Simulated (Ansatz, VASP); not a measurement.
## C (amorphous carbon) in two plane-wave programs

Aim: how closely do two programs agree when they are given the same cell, functional and k mesh? Of the first pair: The structure shown is the start of the Ansatz relaxation below; VASP solves that cell, so the two are compared at the walk's first step.

Main program and level: Ansatz 0.2.0; plane waves, with VASP 6.6.1 beside it; single point at PBE.

## 1. Set-up

The cell holds 96 atoms: 96 C. Cell: a = 8.925 Å, b = 8.925 Å, c = 8.925 Å, α = 90.0°, β = 90.0°, γ = 90.0°. As first built, before any earlier steps moved the atoms (in the runner's words): 96 atoms (96 C) placed at random at 2.69 g/cm^3, melted at 6000 K for 10 ps at fixed volume with the Tersoff potential (Tersoff, Phys. Rev. B 39, 5566 (1989)). Quenched from 6000 K to 700 K at 200 K/ps and fixed volume, held 5 ps.

## 2. Ansatz: relaxation, PBE

Ansatz runs on its PAW soft_1 files.

The two programs are compared at the cell with which this relaxation starts, whose forces are those of its first step.

Contents of input.yaml:

```yaml
crystal:
  lattice:
    - [8.9253, 0.0, 0.0]
    - [0.0, 8.9253, 0.0]
    - [0.0, 0.0, 8.9253]
  atoms:
    - { symbol: C, position: [0.8739762248887993, 0.3100960191814281, 0.10376121811031562] }
    - { symbol: C, position: [0.7579016951811144, 0.49259968852587593, 0.3446606836744983] }
    - { symbol: C, position: [0.6495355898401174, 0.6224888799256048, 0.7716939486627901] }
    - { symbol: C, position: [0.5947363113844913, 0.5964505394776646, 0.0664291396367629] }
    - { symbol: C, position: [0.44839949357444575, 0.24132522156118003, 0.28207455211589527] }
    - { symbol: C, position: [0.11630981591655183, 0.32116567510335786, 0.8096646611318387] }
    - { symbol: C, position: [0.28971575185147835, 0.2555768433554054, 0.0682442046765935] }
    - { symbol: C, position: [0.16343428232104243, 0.1666050440881539, 0.1328806874838941] }
    - { symbol: C, position: [0.5167557393028805, 0.8742227152028503, 0.7466415694710542] }
    - { symbol: C, position: [0.1321972370676616, 0.6614567577560417, 0.4750764680178817] }
    - { symbol: C, position: [0.7216115984896866, 0.20127054552788143, 0.34460466314857763] }
    - { symbol: C, position: [0.3419044737992, 0.061644986723135356, 0.8607889930870671] }
    - { symbol: C, position: [0.16037556160577235, 0.797474594691495, 0.5775492140320213] }
    - { symbol: C, position: [0.9481361971026184, 0.6576921784141709, 0.7618007237851948] }
    - { symbol: C, position: [0.6568294623149922, 0.8484644773845137, 0.3967821809911151] }
    - { symbol: C, position: [0.5700984840845686, 0.9453687831221359, 0.9903420613312718] }
    - { symbol: C, position: [0.46240462505462004, 0.45441609805832855, 0.8533158549292461] }
    - { symbol: C, position: [0.8126673613211881, 0.7820353377477508, 0.0164924428310533] }
    - { symbol: C, position: [0.522413812420871, 0.28095414159748133, 0.8866592719572451] }
    - { symbol: C, position: [0.5751851478381679, 0.24814852161832093, 0.5937839624438394] }
    - { symbol: C, position: [0.0036525382900294665, 0.5256517988190873, 0.6821731482415156] }
    - { symbol: C, position: [0.2431626948113789, 0.9159243946982173, 0.187982476779492] }
    - { symbol: C, position: [0.9549258848442069, 0.31911532385466035, 0.8229079134594915] }
    - { symbol: C, position: [0.3836061532945671, 0.19337165137306309, 0.9423436747224183] }
    - { symbol: C, position: [0.17424624382373702, 0.2263117206144331, 0.6820162907689378] }
    - { symbol: C, position: [0.1680839859724603, 0.24107873124712895, 0.39886614455536507] }
    - { symbol: C, position: [0.8748277368827938, 0.9307026094360975, 0.361422025029971] }
    - { symbol: C, position: [0.5262568204990309, 0.3429240473709567, 0.1716020750002801] }
    - { symbol: C, position: [0.8532374261929572, 0.9884149552395998, 0.20998733936114194] }
    - { symbol: C, position: [0.751604988067628, 0.21387516386003833, 0.07120208844520631] }
[... 60 atom lines left out ...]
    - { symbol: C, position: [0.9037455323630579, 0.7729376043382296, 0.6617480644908295] }
    - { symbol: C, position: [0.030139042945335173, 0.052087885001064385, 0.5583005613256696] }
    - { symbol: C, position: [0.08386272730328392, 0.21297883544530716, 0.533024100030251] }
    - { symbol: C, position: [0.27934075045096524, 0.7788757800858234, 0.11148084658218771] }
    - { symbol: C, position: [0.5306488297312135, 0.3981938982443167, 0.5723393051213964] }
    - { symbol: C, position: [0.6256484375875321, 0.9810874704491727, 0.5097419694576093] }
kpoints:
  mp_grid:
    grid: [2, 2, 2]
hamiltonian:
  xc: pbe
  pseudopotentials:
    kind: paw
    xc_functional: pbe
    azcp:
      folder: "./paw"
scf:
  occupations:
    method: gaussian
    width: 0.05
relax:
  f_tol: 0.05
  max_steps: 71
  cell: {}
output:
  forces: true
```

The run is started by

```sh
$ python workflow.py
```

## 3. VASP: single point, PBE, start cell, pair 1

The same cell, functional, mesh and smearing now go to VASP, with its own data sets.

Lines of VASP's logs that name or quote its potential files are left out, and so is its time.

Contents of INCAR:

```
SYSTEM = C
PREC = Accurate
ENCUT = 520
EDIFF = 1E-06
NELM = 120
ISMEAR = 0
SIGMA = 0.05
LREAL = Auto
ALGO = Normal
GGA = PE
NBANDS = 264
LORBIT = 11
LWAVE = .FALSE.
LCHARG = .FALSE.
ISIF = 2
LASPH = .TRUE.
GGA_COMPAT = .FALSE.
KPAR = 8
```

Contents of POSCAR:

```
C
1.0
    8.9253000000      0.0000000000      0.0000000000
    0.0000000000      8.9253000000      0.0000000000
    0.0000000000      0.0000000000      8.9253000000
C
96
Direct
    0.8739762249      0.3100960192      0.1037612181
    0.7579016952      0.4925996885      0.3446606837
    0.6495355898      0.6224888799      0.7716939487
    0.5947363114      0.5964505395      0.0664291396
    0.4483994936      0.2413252216      0.2820745521
    0.1163098159      0.3211656751      0.8096646611
    0.2897157519      0.2555768434      0.0682442047
    0.1634342823      0.1666050441      0.1328806875
    0.5167557393      0.8742227152      0.7466415695
    0.1321972371      0.6614567578      0.4750764680
    0.7216115985      0.2012705455      0.3446046631
    0.3419044738      0.0616449867      0.8607889931
    0.1603755616      0.7974745947      0.5775492140
    0.9481361971      0.6576921784      0.7618007238
    0.6568294623      0.8484644774      0.3967821810
    0.5700984841      0.9453687831      0.9903420613
    0.4624046251      0.4544160981      0.8533158549
    0.8126673613      0.7820353377      0.0164924428
    0.5224138124      0.2809541416      0.8866592720
    0.5751851478      0.2481485216      0.5937839624
    0.0036525383      0.5256517988      0.6821731482
    0.2431626948      0.9159243947      0.1879824768
    0.9549258848      0.3191153239      0.8229079135
    0.3836061533      0.1933716514      0.9423436747
    0.1742462438      0.2263117206      0.6820162908
    0.1680839860      0.2410787312      0.3988661446
    0.8748277369      0.9307026094      0.3614220250
    0.5262568205      0.3429240474      0.1716020750
    0.8532374262      0.9884149552      0.2099873394
    0.7516049881      0.2138751639      0.0712020884
[... 60 atom lines left out ...]
    0.9037455324      0.7729376043      0.6617480645
    0.0301390429      0.0520878850      0.5583005613
    0.0838627273      0.2129788354      0.5330241000
    0.2793407505      0.7788757801      0.1114808466
    0.5306488297      0.3981938982      0.5723393051
    0.6256484376      0.9810874704      0.5097419695
```

Contents of KPOINTS:

```
Automatic mesh
0
Gamma
2 2 2
0 0 0
```

The projector-augmented-wave data sets are C (PBE family, release 64).

The run is started by

```sh
$ mpirun -np 8 vasp_std
```

The log of the run:

```text
[banner, memory and clock lines left out]
running    8 mpi-ranks, on    1 nodes
[...]
|                                                                             |
|           W    W    AA    RRRRR   N    N  II  N    N   GGGG   !!!           |
|           W    W   A  A   R    R  NN   N  II  NN   N  G    G  !!!           |
|           W    W  A    A  R    R  N N  N  II  N N  N  G       !!!           |
|           W WW W  AAAAAA  RRRRR   N  N N  II  N  N N  G  GGG   !            |
|           WW  WW  A    A  R   R   N   NN  II  N   NN  G    G                |
|           W    W  A    A  R    R  N    N  II  N    N   GGGG   !!!           |
|                                                                             |
|     For optimal performance we recommend to set                             |
|       NCORE = 2 up to number-of-cores-per-socket                            |
|     NCORE specifies how many cores store one orbital (NPAR=cpu/NCORE).      |
|     This setting can greatly improve the performance of VASP for DFT.       |
|     The default, NCORE=1 might be grossly inefficient on modern             |
|     multi-core architectures or massively parallel machines. Do your        |
|     Unfortunately you need to use the default for GW and RPA                |
|     calculations (for HF NCORE is supported but not extensively tested      |
|     yet).                                                                   |
|                                                                             |

 LDA part: xc-table for (Slater+PW92), standard interpolation
 POSCAR, INCAR and KPOINTS ok, starting setup
[...]
entering main loop
       N       E                     dE             d eps       ncg     rms          rms(c)
DAV:   1     0.137531054847E+04    0.13753E+04   -0.19792E+05  4224   0.139E+03
DAV:   2    -0.682526467570E+03   -0.20578E+04   -0.19364E+04  5200   0.286E+02
DAV:   3    -0.817250782839E+03   -0.13472E+03   -0.13045E+03  5000   0.687E+01
DAV:   4    -0.820743340569E+03   -0.34926E+01   -0.34666E+01  5264   0.110E+01
[...]
DAV:  17    -0.782312801439E+03   -0.13912E-04   -0.31598E-05  4776   0.133E-02    0.865E-03
DAV:  18    -0.782312803553E+03   -0.21134E-05   -0.67337E-06  4904   0.650E-03    0.488E-03
DAV:  19    -0.782312803996E+03   -0.44321E-06   -0.17709E-06  3048   0.328E-03
   1 F= -.78231280E+03 E0= -.78229997E+03  d E =-.256641E-01
```

OUTCAR, selected parts (step 3):

```text
  FREE ENERGIE OF THE ION-ELECTRON SYSTEM (eV)
  ---------------------------------------------------
  free  energy   TOTEN  =      -782.3128039959 eV

  energy  without entropy=     -782.2871399336  energy(sigma->0) =     -782.29997196
```

The run ends at a pressure of -1.37 GPa, with forces up to 7.8 eV/Å.

## 4. Differences

Known differences besides the potentials themselves: Ansatz takes its cutoff from its data sets, VASP runs at 520 eV. Total energies have different zeros and are not compared.

Forces on 10 of the 96 atoms, those with the largest forces and the largest differences (eV/Å; atoms numbered as in POSCAR):

```
atom          Ansatz x, y, z            VASP x, y, z
  C1    1.069, 1.332, -4.975    1.072, 1.346, -4.992
  C7  -0.705, -4.617, -1.776  -0.694, -4.634, -1.755
 C27    1.105, 5.338, -0.943    1.107, 5.304, -0.946
 C31   -4.573, 1.954, -0.833   -4.591, 1.958, -0.817
 C41    1.856, -3.779, 4.899    1.857, -3.794, 4.904
 C59     0.018, 0.079, 0.155     0.071, 0.097, 0.155
 C83  -4.054, -2.013, -2.470  -4.052, -2.017, -2.446
 C84   -0.231, -2.231, 2.715   -0.231, -2.220, 2.767
 C86     0.098, 2.426, 3.626     0.112, 2.439, 3.672
 C87   3.139, -0.394, -7.052   3.145, -0.381, -7.081
```

The forces differ by 15 meV/Å r.m.s., which is 0.8 % of the r.m.s. force of 1.865 eV/Å (both taken over all components).

## 5. Ansatz: relaxation, PBE

This run makes the geometry at which the two programs are then compared. The cell compared in this pair holds 705.69 Å³, against 711.00 Å³ for the pair before.

The structure compared here is the end of the Ansatz relaxation.

input.yaml is that of step 2.

The run is started by

```sh
$ python workflow.py
```

## 6. VASP: single point, PBE, relaxed cell, pair 2

The same cell, functional, mesh and smearing now go to VASP, with its own data sets.

Changes to INCAR since step 3:

```diff
@@ -2,3 +2,3 @@
 PREC = Accurate
-ENCUT = 520
+ENCUT = 600
 EDIFF = 1E-06
```

Contents of POSCAR:

```
C
1.0
    8.9501890000      0.0863060000     -0.0054610000
    0.0863060000      8.9850680000     -0.3168760000
   -0.0054610000     -0.3168760000      8.7872310000
C
96
Direct
    0.8628500000      0.3114000000      0.1009400000
    0.7599400000      0.4774900000      0.3607100000
    0.6198500000      0.6374000000      0.7540100000
    0.5903500000      0.5926100000      0.0467000000
    0.4427000000      0.2481500000      0.2714100000
    0.1060800000      0.3181700000      0.8201400000
    0.2916700000      0.2593900000      0.0339700000
    0.1791000000      0.1868600000      0.1055100000
    0.5118500000      0.8845900000      0.7413800000
    0.1402000000      0.6394400000      0.4774600000
    0.7385600000      0.1984500000      0.3657300000
    0.3679800000      0.0768900000      0.8527800000
    0.1604300000      0.7844600000      0.5833500000
    0.9269500000      0.6533600000      0.7697600000
    0.6558800000      0.8532700000      0.3836700000
    0.5695800000      0.9405400000      0.9986900000
    0.4687400000      0.4439200000      0.8128200000
    0.8114500000      0.7762200000      0.0162200000
    0.5305300000      0.2974700000      0.8761300000
    0.5950900000      0.2629700000      0.6111400000
    0.9843000000      0.5254000000      0.6873800000
    0.2555500000      0.9348100000      0.1713400000
    0.9383700000      0.3024600000      0.8332400000
    0.4247300000      0.1956000000      0.9524000000
    0.1980600000      0.2670200000      0.6840400000
    0.1886100000      0.2431400000      0.3891900000
    0.9102400000      0.9820700000      0.3557800000
    0.5234000000      0.3400800000      0.1733100000
    0.8740800000      0.9942700000      0.2120000000
    0.7317200000      0.2199900000      0.0934400000
[... 60 atom lines left out ...]
    0.8804200000      0.7505500000      0.6591000000
    0.0524600000      0.0490900000      0.5804300000
    0.1029400000      0.2158400000      0.5387100000
    0.2765300000      0.7852300000      0.1031900000
    0.5129800000      0.4154500000      0.6330500000
    0.6287100000      0.9857400000      0.5055700000
```

KPOINTS is that of step 3.

The run is started by

```sh
$ mpirun -np 8 vasp_std
```

The log of the run:

```text
[banner, memory and clock lines left out]
running    8 mpi-ranks, on    1 nodes
[...]
[... a notice as in an earlier step ...]

 LDA part: xc-table for (Slater+PW92), standard interpolation
 POSCAR, INCAR and KPOINTS ok, starting setup
[...]
entering main loop
       N       E                     dE             d eps       ncg     rms          rms(c)
DAV:   1     0.153690643490E+04    0.15369E+04   -0.21625E+05  4224   0.156E+03
DAV:   2    -0.696588341519E+03   -0.22335E+04   -0.20983E+04  5080   0.302E+02
DAV:   3    -0.844806182785E+03   -0.14822E+03   -0.14434E+03  5096   0.720E+01
DAV:   4    -0.848653693747E+03   -0.38475E+01   -0.38180E+01  5216   0.116E+01
[...]
DAV:  16    -0.806219168342E+03   -0.74515E-04   -0.99768E-05  4720   0.217E-02    0.124E-02
DAV:  17    -0.806219173021E+03   -0.46793E-05   -0.10552E-05  5080   0.776E-03    0.567E-03
DAV:  18    -0.806219173555E+03   -0.53371E-06   -0.24247E-06  3624   0.383E-03
   1 F= -.80621917E+03 E0= -.80621639E+03  d E =-.556198E-02
```

From OUTCAR (step 6):

```text
  FREE ENERGIE OF THE ION-ELECTRON SYSTEM (eV)
  ---------------------------------------------------
  free  energy   TOTEN  =      -806.2191735548 eV

  energy  without entropy=     -806.2136115766  energy(sigma->0) =     -806.21639257
```

The gap is read on the k-mesh alone, so it is an upper bound where the band edges lie off the mesh. The gap is under twice the smearing width, so the edge states are partly filled and the run can't tell a small gap from a semimetal.

## 7. Comparison

What differs besides the data sets and the points named for the pairs above, as far as they apply: Ansatz takes its cutoff from its data sets, VASP runs at 600 eV. Total energies have different zeros and are not compared.

The two programs side by side:

| quantity | Ansatz | VASP | difference |
| --- | --- | --- | --- |
| pressure (GPa) | -0.01 | -0.03 | +0.02 |

At this near-relaxed geometry the largest component of a force difference is 50 meV/Å.

## 8. Summary of results

```json
{"r.m.s. force difference (single point, PBE, start cell, pair 1)": "0.83 % of the r.m.s. force", "r.m.s. force difference (single point, PBE, relaxed cell, pair 2)": "17 meV/Å"}
```

**Reading.** The r.m.s. force difference is 17 meV/Å (single point, PBE, relaxed cell, pair 2), beyond the 12 meV/Å picked in this series as the mark of a large difference. What causes the difference of the single point, PBE, relaxed cell, pair 2 pair stays open here. Such differences can come from data sets, numerical settings and the points named under the comparisons, not from the functional's error against experiment.

[Lines on the potential files, build, host, timing and source positions are cut from VASP's logs without a mark.]

[Logs are printed without paths, hosts, clocks, repeated set-up lines and the standing remarks that a program may print on its own settings, such as how far it seeks lower states.]

[Hosts, paths, dates, database ids (printed as entryN), source tags and the programs' standing remarks are cut or masked in the printed files.]
